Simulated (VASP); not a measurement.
Input:

```
SrTiO3
1.0
    7.89541     0.00000     0.00000
    0.00000     7.89541     0.00000
    0.00000     0.00000    11.84311
Sr Ti O
12 12 36
Direct
  0.00000   0.00000   0.00000
  0.00000   0.00000   0.33333
  0.00000   0.00000   0.66667
  0.00000   0.50000   0.00000
  0.00000   0.50000   0.33333
  0.00000   0.50000   0.66667
  0.50000   0.00000   0.00000
  0.50000   0.00000   0.33333
  0.50000   0.00000   0.66667
  0.50000   0.50000   0.00000
  0.50000   0.50000   0.33333
  0.50000   0.50000   0.66667
  0.25000   0.25000   0.16667
  0.25000   0.25000   0.50000
  0.25000   0.25000   0.83333
  0.25000   0.75000   0.16667
  0.25000   0.75000   0.50000
  0.25000   0.75000   0.83333
  0.75000   0.25000   0.16667
  0.75000   0.25000   0.50000
  0.75000   0.25000   0.83333
  0.75000   0.75000   0.16667
  0.75000   0.75000   0.50000
  0.75000   0.75000   0.83333
  0.25000   0.00000   0.16667
  0.00000   0.25000   0.16667
  0.25000   0.25000   0.00000
  0.25000   0.00000   0.50000
  0.00000   0.25000   0.50000
  0.25000   0.25000   0.33333
  0.25000   0.00000   0.83333
  0.00000   0.25000   0.83333
  0.25000   0.25000   0.66667
  0.25000   0.50000   0.16667
  0.00000   0.75000   0.16667
  0.25000   0.75000   0.00000
  0.25000   0.50000   0.50000
  0.00000   0.75000   0.50000
  0.25000   0.75000   0.33333
  0.25000   0.50000   0.83333
  0.00000   0.75000   0.83333
  0.25000   0.75000   0.66667
  0.75000   0.00000   0.16667
  0.50000   0.25000   0.16667
  0.75000   0.25000   0.00000
  0.75000   0.00000   0.50000
  0.50000   0.25000   0.50000
  0.75000   0.25000   0.33333
  0.75000   0.00000   0.83333
  0.50000   0.25000   0.83333
  0.75000   0.25000   0.66667
  0.75000   0.50000   0.16667
  0.50000   0.75000   0.16667
  0.75000   0.75000   0.00000
  0.75000   0.50000   0.50000
  0.50000   0.75000   0.50000
  0.75000   0.75000   0.33333
  0.75000   0.50000   0.83333
  0.50000   0.75000   0.83333
  0.75000   0.75000   0.66667
```

Method: PBE GGA, VASP's PBE PAW potentials (set 64) (plane waves; VASP 6.6.1). Settings: PREC = Normal, LREAL = Auto, EDIFF = 1E-5, 400 eV cut-off, 1×1×1 Γ-centred mesh, Gaussian smearing of 0.050 eV, potentials Sr_sv Ti O.

At this cut-off the stress carries a Pulay error, which pulls relaxed volumes low. The supercell is sampled at Γ alone, which is coarse: total energies, pressure and levels can be off, energies of defects by several tenths of an eV.

Task: Estimate the energy per atom (σ→0), pressure.

Result: 
```yaml
energy per atom (σ→0): -7.849 eV/atom
pressure: -32.9 kbar
```

The absolute energy has meaning only against runs of the same code, potentials and settings.

The cell is a supercell, built from SrTiO3 (cubic perovskite, the ideal cubic form; the compound distorts at low or room temperature).
